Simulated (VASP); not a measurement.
Level of theory: PBE GGA, VASP's PBE PAW potentials (set 64) (plane waves; VASP 6.6.1).

A VASP calculation is set up with these files.

File KPOINTS:
```
kpoints
0
gamma
14 14 8
0 0 0
```

**INCAR**
```
SYSTEM = Tc
PREC = Accurate
ENCUT = 480
EDIFF = 1E-7
NELM = 100
ALGO = Normal
LREAL = .FALSE.
LASPH = .TRUE.
ISMEAR = 1
SIGMA = 0.1
GGA = PE
LMAXMIX = 4
LWAVE = .FALSE.
LCHARG = .FALSE.
ISIF = 3
IBRION = 2
NSW = 40
EDIFFG = -0.01
PSTRESS = 50
```

File POSCAR:
```
Tc
1
    1.3665713394    -2.3669713868     0.0000000000
    1.3665713394     2.3669713868     0.0000000000
    0.0000000000    -0.0000000000     4.3782875816
Tc
2
Direct
  0.3333330000   0.6666670000   0.2500000000
  0.6666670000   0.3333330000   0.7500000000
```

POTCAR, in this order: Tc_pv (PBE.64 set). Program: vasp_std.

The run wrote:

### OSZICAR
```
       N       E                     dE             d eps       ncg     rms          rms(c)
DAV:   1     0.302109490333E+03    0.30211E+03   -0.16199E+04  4096   0.152E+03
DAV:   2    -0.143930288778E+02   -0.31650E+03   -0.31345E+03  4592   0.446E+02
DAV:   3    -0.220693360166E+02   -0.76763E+01   -0.74693E+01  4888   0.797E+01
DAV:   4    -0.221323681236E+02   -0.63032E-01   -0.62972E-01  4581   0.747E+00
DAV:   5    -0.221329003171E+02   -0.53219E-03   -0.53209E-03  4587   0.656E-01    0.241E+01
DAV:   6    -0.208532153802E+02    0.12797E+01   -0.30735E+00  4335   0.175E+01    0.759E+00
DAV:   7    -0.207005944008E+02    0.15262E+00   -0.59793E-01  4661   0.700E+00    0.894E-01
DAV:   8    -0.206914152609E+02    0.91791E-02   -0.11193E-02  4182   0.117E+00    0.286E-01
DAV:   9    -0.206913991007E+02    0.16160E-04   -0.49913E-04  4797   0.199E-01    0.208E-02
DAV:  10    -0.206913935879E+02    0.55128E-05   -0.13019E-05  4305   0.321E-02    0.813E-03
DAV:  11    -0.206913928895E+02    0.69834E-06   -0.45166E-07  4223   0.757E-03    0.842E-04
DAV:  12    -0.206913925794E+02    0.31009E-06   -0.41881E-08  2129   0.165E-03    0.184E-04
DAV:  13    -0.206913925363E+02    0.43159E-07   -0.62083E-09  2063   0.591E-04
   1 F= -.19807460E+02 E0= -.19807084E+02  d E =-.198075E+02
```

**OUTCAR**
```
------------------------ aborting loop because EDIFF is reached ----------------------------------------
  FORCE on cell =-STRESS in cart. coord.  units (eV):
  Direction    XX          YY          ZZ          XY          YZ          ZX
  --------------------------------------------------------------------------------------
  Total        0.8654613      0.8654616      0.8657460      0.0000000      0.0000000     -0.0000000
  in kB       48.9551796     48.9551959     48.9712826      0.0000000      0.0000000     -0.0000000
  external PRESSURE =      -1.0394473 kB  Pullay stress =      50.0000000 kB
  volume of cell :       28.32
      direct lattice vectors                 reciprocal lattice vectors
     1.366571339 -2.366971387  0.000000000     0.365879179 -0.211240407  0.000000000
     1.366571339  2.366971387  0.000000000     0.365879179  0.211240407  0.000000000
     0.000000000  0.000000000  4.378287582     0.000000000  0.000000000  0.228399798
 POSITION                                       TOTAL-FORCE (eV/Angst)
 -----------------------------------------------------------------------------------
      1.36657      0.78899      1.09457        -0.000000      0.000000      0.000000
      1.36657     -0.78899      3.28372         0.000000     -0.000000      0.000000
 -----------------------------------------------------------------------------------
    total drift:                                0.000026      0.000613     -0.000043
  FREE ENERGIE OF THE ION-ELECTRON SYSTEM (eV)
  ---------------------------------------------------
  free  energy   TOTEN  =       -20.6913925363 eV

  energy  without entropy=      -20.6902635527  energy(sigma->0) =      -20.69101621
  enthalpy is  TOTEN    =       -19.8074602076 eV   P V=        0.8839323287

 reached required accuracy - stopping structural energy minimisation
```
(Selected blocks of OUTCAR.)

The compound is Tc in the hcp structure. It was relaxed first under an external pressure of 5 GPa.
